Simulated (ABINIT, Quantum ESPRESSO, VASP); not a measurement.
NaMgF3 (Pm-3m, 5 atoms in the cell) computed with different codes at matched settings

Self-consistent single point.

```
NaMgF3
1.0
    4.01998     0.00000     0.00000
    0.00000     4.01998     0.00000
    0.00000     0.00000     4.01998
Na Mg F
1 1 3
Direct
  0.00000   0.00000   0.00000
  0.50000   0.50000   0.50000
  0.50000   0.50000   0.00000
  0.00000   0.50000   0.50000
  0.50000   0.00000   0.50000
```

Shared settings, as Quantum ESPRESSO writes them: occupations = fixed; K_POINTS = automatic 8 8 8 0 0 0. Potentials and cutoffs stand in the table.

```csv
code,model,pressure (GPa),gap on the mesh (eV),cutoff
Quantum ESPRESSO,"LDA (PZ), GBRV 1.5 ultrasoft (LDA) pseudopotentials",-9.25,5.385,40 Ry
VASP,"LDA (PZ), VASP's LDA PAW potentials (set 64)",-17.92,5.411,400 eV
ABINIT,"LDA (PW92), norm-conserving pseudopotentials (PseudoDojo nc-sr-04 LDA standard)",-9.06,5.422,88 Ry
```

Gaps are read on the mesh.

The spread over the programs that give each value: pressure within 8.86 GPa; gap on the mesh within 0.037 eV.

The same LDA comes in different parametrisations, which differ slightly. In the pressure, VASP (by 8.67) lies more than 1 GPa from the median of the plane-wave programs.

VASP's run is marked for a possible Pulay error in its stress at this cutoff; no cutoff test was made.

VASP ran the fixed occupations as a Gaussian smearing of 0.01 eV.

The starting cell comes from a database of computed structures (which also holds hypothetical and non-ambient phases and stackings), without a prior relaxation at this level. Its lattice was rescaled by a random factor within 2.5 % of one.

Left out of this page: Ansatz, GPAW, CP2K, FLEUR and SIESTA (not drawn, or without a comparable value); Elk (unsound by tests on forces, stress, charge or solver warnings).
